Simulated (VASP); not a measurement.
Consider the following.

```
CELL_PARAMETERS angstrom
      0.00000     3.01599     3.01599
      3.01599     0.00000     3.01599
      3.01599     3.01599     0.00000
ATOMIC_POSITIONS crystal
  In 0.00000 0.00000 0.00000
  As 0.25000 0.25000 0.25000
```

Calculation: LDA (Ceperley-Alder, Perdew-Zunger), VASP's LDA PAW potentials (set 64) (plane waves; VASP). Numerical set-up: 500 eV cut-off, 11×11×11 Γ-centred mesh, first-order Methfessel-Paxton smearing of 0.10 eV, potentials In_d As.

Unless said otherwise, spin-orbit coupling is left out, though it shifts the bands of the heavy elements here.

Problem. Predict the energy per atom (σ→0), band gap (on the k-mesh) with the smallest direct gap where there is one.

Solution. 
The band gap (on the k-mesh) comes out as none (metal, semimetal or under 0.01 eV) and the energy per atom (σ→0) is -4.515 eV/atom.

The compound is InAs in the zinc blende structure. It was relaxed first.
